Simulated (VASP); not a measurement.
A convergence study with VASP on HfS₂ (1T layered): one setting is varied, all else stays as given below, so the limit is that of these other settings. ε∞ is the independent-particle value.

```xyz
3
Lattice="1.8150 -3.1437 0.0000 1.8150 3.1437 0.0000 0.0000 0.0000 5.8500" Properties=species:S:1:pos:R:3 pbc="T T T"
Hf     0.0000     0.0000     0.0000
S      1.8150     1.0479     1.4625
S      1.8150    -1.0479     4.3875
```

The numbers are results of PBE GGA, VASP's PBE PAW potentials (set 64) (plane waves; VASP), not measurements. The tightest run used: 550 eV cut-off, 6×6×3 Γ-centred mesh, Gaussian smearing of 0.050 eV, potentials Hf_pv S.

```tsv
setting	mean ε∞	bands
NBANDS = 12	6.39	12
NBANDS = 13	7.41	13
NBANDS = 15	9.30	15
NBANDS = 19	10.86	19
```

**Question.** These are the cheaper rows. Estimate the results at NBANDS = 139, and how far the last row shown lies from them.

**Answer.** 
```tsv
quantity	tightest run	last row shown is off by
mean ε∞	11.27	-0.41
```

Left out are rungs that failed or repeat a setting and relaxations that didn't move; long series are thinned to 24 rows.

The compound is HfS2 in the 1T layered structure. The cell was not relaxed at this level.
